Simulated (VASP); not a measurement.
The input files of a VASP run:

INCAR:
```
SYSTEM = TiCo
PREC = Accurate
ENCUT = 520
EDIFF = 1E-7
NELM = 100
ALGO = Normal
LREAL = .FALSE.
LASPH = .TRUE.
ISMEAR = 1
SIGMA = 0.1
GGA = PE
IVDW = 11
LMAXMIX = 4
LWAVE = .FALSE.
LCHARG = .FALSE.
ISIF = 2
```

File POSCAR:
```
TiCo
1
    2.9645274101     0.0000000000     0.0000000000
    0.0000000000     2.9645274101     0.0000000000
    0.0000000000     0.0000000000     2.9645274101
Ti Co
1 1
Direct
  0.0000000000   0.0000000000   0.0000000000
  0.5000000000   0.5000000000   0.5000000000
```

**KPOINTS**
```
kpoints
0
Gamma
12 12 12
0 0 0
```

POTCAR, in this order: Ti_sv Co (PBE.64 set). Program: vasp_std.

Question: Write an equivalent input for Quantum ESPRESSO's pw.x.

Answer: One equivalent input (not run):
```
&CONTROL
  calculation = 'scf'
  pseudo_dir = './pseudo'
  outdir = './out'
  tprnfor = .true.
  tstress = .true.
/
&SYSTEM
  ibrav = 0
  nat = 2
  ntyp = 2
  ecutwfc = 96
  occupations = 'smearing'
  smearing = 'methfessel-paxton'
  degauss = 0.00735
  input_dft = 'pbe'
  vdw_corr = 'grimme-d3'
  dftd3_version = 3
  dftd3_threebody = .false.
/
&ELECTRONS
  conv_thr = 7.3e-09
  electron_maxstep = 100
/
ATOMIC_SPECIES
  Ti 47.867 Ti.upf
  Co 58.933 Co.upf
CELL_PARAMETERS angstrom
     2.9645274    0.0000000    0.0000000
     0.0000000    2.9645274    0.0000000
     0.0000000    0.0000000    2.9645274
ATOMIC_POSITIONS crystal
  Ti   0.0000000  0.0000000  0.0000000
  Co   0.5000000  0.5000000  0.5000000
K_POINTS automatic
  12 12 12 0 0 0
```
What does not carry over: the potentials are each code's own (VASP's PAW set, PseudoDojo norm-conserving files in pw.x), so ENCUT and ecutwfc are chosen apart and not converted; conv_thr bounds pw.x's estimated SCF error, while EDIFF bounds the energy change between steps.

The compound is TiCo in the CsCl type structure. This cell is one point of a volume scan, at 1.03 of the reference volume.
